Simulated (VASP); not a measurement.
Energy against volume of GaSb (zinc blende). Calculation: PBE GGA with D4 dispersion, VASP's PBE PAW potentials (set 64) (plane waves; VASP). Settings: 520 eV cut-off, 10×10×10 Γ-centred mesh, first-order Methfessel-Paxton smearing of 0.10 eV, potentials Ga_d Sb.

```tsv
V (Å³/atom)	E (eV/atom)
27.727	-4.09430
28.584	-4.09850
29.442	-4.09452
30.299	-4.08343
```

Question: Fit these four points and predict the energy of the run at 26.869 Å³/atom.

Answer: A cubic in V^(−2/3), the third-order Birch-Murnaghan form, passes through the four points with V0 = 28.58 Å³/atom and B0 = 51 GPa, and gives -4.0807 eV/atom there. The run gave -4.0801 eV/atom, +0.6 meV/atom from the fit; all five points give B0 = 52 GPa.

The compound is GaSb in the zinc blende structure. It was relaxed first.
